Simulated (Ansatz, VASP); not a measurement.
# SiW: VASP beside Ansatz, part 2 of 2

Wanted: the spread between two codes on one cell, functional and k mesh. The cell is invented: As first built, before any earlier steps moved the atoms (in the runner's words): it takes the WC structure with some of its atoms replaced by other elements, volume scaled by an estimate. It may not be a known or stable phase. The cell is taken from a series of VASP runs on this material, whose earlier steps may have relaxed, scaled or displaced it; both programs get it as it stands. Other levels of theory on this material are compared in a session of their own.

VASP 6.6.1 and Ansatz 0.2.0.

So far. Step 2 (VASP: band structure, PBE): The run ends at a pressure of 0.59 GPa.

### 5. VASP: band structure, PBEsol

Level of this step: PBEsol; plane waves and PAW (W, Si); invented cell (VASP).

A single point gives forces, pressure and levels at one fixed geometry, so differences don't come from the geometry; what else differs is listed under the comparison.

The input, INCAR:

```
SYSTEM = SiW
PREC = Accurate
ENCUT = 400
EDIFF = 1E-06
NELM = 100
ISMEAR = 0
SIGMA = 0.02
LREAL = .FALSE.
ALGO = Normal
GGA = PS
LORBIT = 11
LWAVE = .FALSE.
LCHARG = .FALSE.
KPAR = 4
```

The input, POSCAR:

```
SiW
1.0
    3.1462339355     -0.0000000082      0.0000000000
   -1.5731174854      2.7247182678      0.0000000000
    0.0000000000      0.0000000000      3.4999919662
W Si
1 1
Direct
    0.0000000000      0.0000000000      0.0000000000
    0.6666666700      0.3333333300      0.5000000000
```

The input, KPOINTS:

```
Automatic mesh
0
Gamma
5 5 4
0 0 0
```

The input, KPOINTS_OPT:

```
Line mode
16
Line-mode
Reciprocal
  0.00000000   0.00000000   0.00000000 GAMMA
  0.50000000   0.00000000   0.00000000 M

  0.50000000   0.00000000   0.00000000 M
  0.33333333   0.33333333   0.00000000 K

  0.33333333   0.33333333   0.00000000 K
  0.00000000   0.00000000   0.00000000 GAMMA

  0.00000000   0.00000000   0.00000000 GAMMA
  0.00000000   0.00000000   0.50000000 A

  0.00000000   0.00000000   0.50000000 A
  0.50000000   0.00000000   0.50000000 L

  0.50000000   0.00000000   0.50000000 L
  0.33333333   0.33333333   0.50000000 H

  0.33333333   0.33333333   0.50000000 H
  0.00000000   0.00000000   0.50000000 A

  0.50000000   0.00000000   0.50000000 L
  0.50000000   0.00000000   0.00000000 M

  0.33333333   0.33333333   0.00000000 K
  0.33333333   0.33333333   0.50000000 H
```

The projector-augmented-wave data sets are W and Si (PBE family, release 64).

Command:

```bash
mpirun -np 4 vasp_std
```

Numbers of over 12 decimals in the logs are rounded to 6 here.

Log:

```text
[banner, memory and clock lines left out]
running    4 mpi-ranks, on    1 nodes
[...]
|                                                                             |
|               ----> ADVICE to this user running VASP <----                  |
|                                                                             |
|     You enforced a specific xc type in the INCAR file but a different       |
|     [... a line on the potential file left out ...]
|     I HOPE YOU KNOW WHAT YOU ARE DOING!                                     |
|                                                                             |

 LDA part: xc-table for (Slater+PW92), standard interpolation
 POSCAR, INCAR and KPOINTS ok, starting setup
[...]
entering main loop
       N       E                     dE             d eps       ncg     rms          rms(c)
DAV:   1     0.976582072102E+01    0.97658E+01   -0.39531E+03   286   0.769E+02
DAV:   2    -0.201221339999E+02   -0.29888E+02   -0.28988E+02   390   0.160E+02
[...]
DAV:  11    -0.198303896541E+02    0.81511E-05   -0.64298E-05   359   0.494E-02    0.183E-02
DAV:  12    -0.198303872403E+02    0.24138E-05   -0.78080E-06   303   0.174E-02    0.777E-03
DAV:  13    -0.198303869444E+02    0.29589E-06   -0.29677E-07   148   0.481E-03
   1 F= -.19830387E+02 E0= -.19830055E+02  d E =-.663706E-03
 Start KPOINTS_OPT (optional k-point list driver)
k-point batch [1-15\144]
       N       E                     dE             ncg
DAV:   1     0.121493023413E+04   -0.10567E+04      270
DAV:   2     0.673745214859E+03   -0.54119E+03      379
DAV:   3     0.655545728976E+03   -0.18199E+02      357
DAV:   4     0.655341772509E+03   -0.20396E+00      396
DAV:   5     0.655340054306E+03   -0.17182E-02      364
DAV:   6     0.655340024111E+03   -0.30195E-04      371
DAV:   7     0.655340023235E+03   -0.87672E-06      374
[...]
k-point batch [136-144\144]
       N       E                     dE             ncg
DAV:   1     0.283782900970E+04   -0.31080E+04      170
DAV:   2     0.258121901426E+04   -0.25661E+03      190
DAV:   3     0.257428066250E+04   -0.69384E+01      221
DAV:   4     0.257422089162E+04   -0.59771E-01      243
DAV:   5     0.257422082229E+04   -0.69337E-04      230
DAV:   6     0.257422082207E+04   -0.22139E-06      248
```

From OUTCAR (step 5):

```text
  Total       -0.9687732     -0.9687731     -0.7547049      0.0000002      0.0000000      0.0000000
  in kB      -51.7312603    -51.7312507    -40.3002822      0.0000100      0.0000000      0.0000000
  external PRESSURE =     -47.9209311 kB  Pullay stress =       0.0000000 kB

 POSITION                                       TOTAL-FORCE (eV/Angst)
 -----------------------------------------------------------------------------------
      0.00000      0.00000      0.00000         0.000000      0.000000      0.000000
      1.57312      0.90824      1.75000        -0.000000      0.000000      0.000000
 -----------------------------------------------------------------------------------
    total drift:                               -0.000001      0.000001     -0.000000

  FREE ENERGIE OF THE ION-ELECTRON SYSTEM (eV)
  ---------------------------------------------------
  free  energy   TOTEN  =       -19.8303869444 eV

  energy  without entropy=      -19.8297232384  energy(sigma->0) =      -19.83005509

[... 2 parts as in an earlier step ...]

[... 1 further part left out ...]
[key lines of the parts left out:]
E-fermi :   8.3915
```

At this level the cell is under a tension of 4.8 GPa, so at these settings it is away from equilibrium.

### 6. Ansatz: band structure, PBEsol

The same cell, functional, mesh and smearing now go to Ansatz, which takes its cutoff from its data sets.

The cell is taken from a series of VASP runs on this material, whose earlier steps may have relaxed, scaled or displaced it; both programs get it as it stands.

The input, input.yaml:

```yaml
crystal:
  lattice:
    - [3.1462339355, -8.2e-09, 0.0]
    - [-1.5731174854, 2.7247182678, 0.0]
    - [0.0, 0.0, 3.4999919662]
  atoms:
    - { symbol: W, position: [0.0, 0.0, 0.0] }
    - { symbol: Si, position: [0.66666667, 0.33333333, 0.5] }
hamiltonian:
  xc: pbesol
  pseudopotentials: { kind: paw }
kpoints:
  mp_grid: { grid: [5, 5, 4] }
  band_path:
    path:
      - [0.0, 0.0, 0.0]
      - [0.13333, 0.0, 0.0]
      - [0.3, 0.0, 0.0]
      - [0.46667, 0.0, 0.0]
      - [0.46667, 0.06667, 0.0]
      - [0.41111, 0.17778, 0.0]
      - [0.35556, 0.28889, 0.0]
      - [0.28889, 0.28889, 0.0]
      - [0.17778, 0.17778, 0.0]
      - [0.06667, 0.06667, 0.0]
      - [0.0, 0.0, 0.03333]
      - [0.0, 0.0, 0.2]
      - [0.0, 0.0, 0.36667]
      - [0.0, 0.0, 0.5]
      - [0.16667, 0.0, 0.5]
      - [0.3, 0.0, 0.5]
      - [0.46667, 0.0, 0.5]
      - [0.46667, 0.06667, 0.5]
      - [0.41111, 0.17778, 0.5]
      - [0.35556, 0.28889, 0.5]
      - [0.28889, 0.28889, 0.5]
      - [0.17778, 0.17778, 0.5]
      - [0.06667, 0.06667, 0.5]
      - [0.5, 0.0, 0.46667]
      - [0.5, 0.0, 0.3]
      - [0.5, 0.0, 0.13333]
      - [0.33333, 0.33333, 0.0]
      - [0.33333, 0.33333, 0.16667]
      - [0.33333, 0.33333, 0.33333]
      - [0.33333, 0.33333, 0.5]
    npoints: 1
scf:
  occupations: { method: gaussian, width: 0.02 }
  n_extra_bands: 7
output:
  forces: true
  stress: true
  eigenvalues: true
```

Command:

```bash
ansatz run input.yaml --threads 2 --pin off --max-ram 4608MiB --backend cpu --events-out ev --progress --plain --runs-dir out
```

Log:

```text
[...]
Crystal: 2 atoms, lattice volume = 30.004 Å³
Basis set: ecut = 420 eV, 563 PW (Γ), exchange–correlation on 48×48×48 points (8 copies of the dense FFT grid, shifted against one another)
Bands: 16, of which v1, the nominal top of the filled ones, is band 9 counted from 1 (8 counted from 0)
Symmetry: 12 space group operations
[...]
k-point 0: bands = [... 5 lower, 12.4459, 14.8941, 14.8941, 16.5473, 17.6448, 17.6448, 23.3864, 23.3864, ... 3 higher]
  k-point 1: bands = [... 5 lower, 11.1443, 15.1640, 15.1640, 16.4905, 16.6302, 16.6302, 23.7269, 23.7269, ... 3 higher]
  k-point 2: bands = [... 5 lower, 8.6548, 15.5265, 15.5265, 15.8660, 15.8660, 17.1958, 22.7081, 22.7081, ... 3 higher]
  k-point 14: bands = [... 5 lower, 11.5869, 12.0349, 14.3883, 15.1863, 18.0872, 20.3703, 20.8567, 22.2618, ... 3 higher]
[key lines of the parts left out:]
SCF converged after 6 iterations
Free energy (F): -10878.284934 eV
Fermi energy:    16.493540 eV
P = ⅓ Tr σ = -4.2637 GPa (-42.637 kbar)
```

Elapsed: 2.8 s, on 2 threads of Arm Neoverse N1, shared host; peak memory 0.27 GiB.

### 7. Side by side

What differs besides the data sets and the points named for the pairs above, as far as they apply: Ansatz makes its cores anew for this functional, VASP keeps those of its PBE data sets. Total energies have different zeros and are not compared.

The two programs side by side:

```csv
quantity,Ansatz,VASP,difference
pressure (GPa),-4.26,-4.79,+0.53
```

Levels from 3 eV below to 2 eV above the Fermi level differ by 13 meV r.m.s. and 28 meV at most; each VASP level is matched to the nearest of Ansatz, which flatters the figure a little.

### 8. VASP: band structure, PBE, spin-orbit coupling

With cell and atoms fixed, the geometry can't cause a difference; cores, projectors, grids and the points listed under the comparison can.

INCAR, as its differences from that of step 5:

```diff
@@ -9,3 +9,10 @@
 ALGO = Normal
-GGA = PS
+GGA = PE
+LNONCOLLINEAR = .TRUE.
+MAGMOM = 0 0 0 0 0 0
+NBANDS = 22
+GGA_COMPAT = .FALSE.
+LASPH = .TRUE.
+LSORBIT = .TRUE.
+LMAXMIX = 4
 LORBIT = 11
```

POSCAR is that of step 5.

The input, KPOINTS:

```
Automatic mesh
0
Gamma
6 6 5
0 0 0
```

KPOINTS_OPT is that of step 5.

Command:

```bash
mpirun -np 4 vasp_ncl
```

Log:

```text
[... set-up lines as in an earlier step ...]
 entering main loop
       N       E                     dE             d eps       ncg     rms          rms(c)
DAV:   1     0.160902401893E+02    0.16090E+02   -0.35090E+03  1336   0.634E+02
DAV:   2    -0.182576452498E+02   -0.34348E+02   -0.31694E+02  1630   0.163E+02
DAV:   3    -0.198135729576E+02   -0.15559E+01   -0.15216E+01  1734   0.287E+01
DAV:   4    -0.198284123646E+02   -0.14839E-01   -0.14827E-01  1556   0.325E+00
[...]
DAV:  11    -0.187929928798E+02   -0.23760E-05   -0.55054E-05  1540   0.500E-02    0.103E-02
DAV:  12    -0.187929909163E+02    0.19635E-05   -0.47283E-06  1518   0.169E-02    0.838E-03
DAV:  13    -0.187929905307E+02    0.38556E-06   -0.15972E-07   882   0.317E-03
   1 F= -.18792991E+02 E0= -.18792812E+02  d E =-.357466E-03  mag=    -0.0000    -0.0000     0.0000
 Start KPOINTS_OPT (optional k-point list driver)
k-point batch [1-30\144]
       N       E                     dE             ncg
DAV:   1     0.246532694379E+04   -0.41563E+04     1320
DAV:   2     0.136628973585E+04   -0.10990E+04     1586
DAV:   3     0.131336055566E+04   -0.52929E+02     1658
DAV:   4     0.131279359915E+04   -0.56696E+00     1566
DAV:   5     0.131278667183E+04   -0.69273E-02     1638
DAV:   6     0.131278655255E+04   -0.11928E-03     1620
DAV:   7     0.131278655066E+04   -0.18920E-05     1474
DAV:   8     0.131278655059E+04   -0.73417E-07     1128
[...]
k-point batch [121-144\144]
       N       E                     dE             ncg
DAV:   1     0.402672420229E+04   -0.66728E+04     1064
DAV:   2     0.322166694570E+04   -0.80506E+03     1320
DAV:   3     0.319016497809E+04   -0.31502E+02     1266
DAV:   4     0.318992115774E+04   -0.24382E+00     1200
DAV:   5     0.318991841666E+04   -0.27411E-02     1224
DAV:   6     0.318991837070E+04   -0.45953E-04     1292
DAV:   7     0.318991837007E+04   -0.63277E-06     1048
```

From OUTCAR (step 8):

```text
  Total       -0.0796691     -0.0796690      0.1736792      0.0000000     -0.0000000      0.0000000
  in kB       -4.2542267     -4.2542260      9.2742470      0.0000008     -0.0000000      0.0000000
  external PRESSURE =       0.2552648 kB  Pullay stress =       0.0000000 kB

 POSITION                                       TOTAL-FORCE (eV/Angst)
 -----------------------------------------------------------------------------------
      0.00000      0.00000      0.00000         0.000000     -0.000000      0.000000
      1.57312      0.90824      1.75000        -0.000000      0.000000      0.000000
 -----------------------------------------------------------------------------------
    total drift:                               -0.000001      0.000001     -0.000000

  FREE ENERGIE OF THE ION-ELECTRON SYSTEM (eV)
  ---------------------------------------------------
  free  energy   TOTEN  =       -18.7929905307 eV

  energy  without entropy=      -18.7926330645  energy(sigma->0) =      -18.79281180

 magnetization (x)
# of ion       s       p       d       tot
------------------------------------------
    1        0.000   0.000   0.000   0.000
    2        0.000   0.000   0.000   0.000
--------------------------------------------------
tot          0.000   0.000   0.000   0.000

 magnetization (y)
# of ion       s       p       d       tot
------------------------------------------
    1        0.000  -0.000   0.000   0.000
    2        0.000   0.000   0.000   0.000
--------------------------------------------------
tot          0.000   0.000   0.000   0.000

 magnetization (z)
# of ion       s       p       d       tot
------------------------------------------
    1        0.000   0.000  -0.000  -0.000
    2       -0.000   0.000   0.000  -0.000
--------------------------------------------------
tot         -0.000   0.000  -0.000  -0.000

[... 1 part as in an earlier step ...]

[... 2 further parts left out ...]
[key lines of the parts left out:]
E-fermi :   8.3563
```

The run ends at a pressure of 0.03 GPa.

### 9. Ansatz: band structure, PBE, spin-orbit coupling

The same cell, functional, mesh and smearing now go to Ansatz, which takes its cutoff from its data sets.

The cell is taken from a series of VASP runs on this material, whose earlier steps may have relaxed, scaled or displaced it; both programs get it as it stands.

input.yaml, as its differences from that of step 6:

```diff
@@ -9,6 +9,9 @@
 hamiltonian:
-  xc: pbesol
-  pseudopotentials: { kind: paw }
+  xc: pbe
+  pseudopotentials: { kind: paw_fr }
+magnetization:
+  noncollinear: true
+  spin_orbit: true
 kpoints:
-  mp_grid: { grid: [5, 5, 4] }
+  mp_grid: { grid: [6, 6, 5] }
   band_path:
@@ -48,3 +51,3 @@
   occupations: { method: gaussian, width: 0.02 }
-  n_extra_bands: 7
+  n_extra_bands: 14
 output:
@@ -53 +56,5 @@
   eigenvalues: true
+  write_density: true
+  write_potential: true
+  elf: true
+  volumetric_format: npy
```

Command:

```bash
ansatz run input.yaml --threads 2 --pin off --max-ram 4608MiB --backend cpu --events-out ev --progress --plain --runs-dir out
```

Log:

```text
[...]
non-collinear run that drives no moment, with spin-orbit: no starting moment large enough to seed its density (crystal.atoms[].spin), no starting occupations that ask for one, no magnetisation constraint and no magnetic field, so the semilocal B_xc is pinned to zero
Crystal: 2 atoms, lattice volume = 30.004 Å³
[...]
k-point 1: bands = [... 14 lower, 15.4752, 15.4752, 16.4131, 16.4131, 17.0699, 17.0699, 17.1776, 17.3159, ... 10 higher]
  k-point 2: bands = [... 14 lower, 15.8107, 15.8107, 16.0474, 16.0474, 16.2964, 16.4241, 17.2937, 17.2937, ... 10 higher]
  k-point 20: bands = [... 14 lower, 13.7653, 13.9010, 15.3456, 15.3522, 18.9621, 18.9816, 19.9451, 19.9491, ... 10 higher]
[key lines of the parts left out:]
SCF converged after 7 iterations
Magnetization: |M| = 0.0000 μB,  M = (+0.0000, +0.0000, +0.0000) μB
Free energy (F): -11045.433684 eV
Fermi energy:    16.486085 eV
P = ⅓ Tr σ = 0.7571 GPa (7.571 kbar)
```

The job ended after 11 s (2 threads; peak memory 0.37 GiB).

### 10. Comparison

What differs besides the data sets and the points named for the pairs above, as far as they apply: spin-orbit coupling enters by fully relativistic files in Ansatz and inside the spheres in VASP; the data sets hold 18 valence electrons in Ansatz (fully relativistic PAW (standard-fr) files) and 10 in VASP. Total energies have different zeros and are not compared.

Both answers:

```csv
quantity,Ansatz,VASP,difference
pressure (GPa),0.76,0.03,+0.73
```

Levels from 3 eV below to 2 eV above the Fermi level differ by 16 meV r.m.s. and 46 meV at most; each VASP level is matched to the nearest of Ansatz, which flatters the figure a little.

### 11. What came out

| Item | Value |
| --- | --- |
| r.m.s. difference of levels near the Fermi level (band structure, PBE) | 12 meV |
| difference in pressure (band structure, PBE) | 0.84 GPa |
| r.m.s. difference of levels near the Fermi level (band structure, PBEsol) | 13 meV |
| difference in pressure (band structure, PBEsol) | 0.53 GPa |
| r.m.s. difference of levels near the Fermi level (band structure, PBE, spin-orbit coupling) | 16 meV |
| difference in pressure (band structure, PBE, spin-orbit coupling) | 0.73 GPa |

What this shows: The difference in pressure is 0.84 GPa (band structure, PBE), within the 1 GPa picked in this series as the mark of a large difference. 5 further runs of this series are not shown here. Such differences can come from data sets, numerical settings and the points named under the comparisons, not from the functional's error against experiment.

[Lines on the potential files, build, host, timing and source positions are cut from VASP's logs without a mark.]

[Logs are printed without paths, hosts, clocks, repeated set-up lines and the standing remarks that a program may print on its own settings, such as how far it seeks lower states.]

[Hosts, paths, dates, database ids (printed as entryN), source tags and the programs' standing remarks are cut or masked in the printed files.]
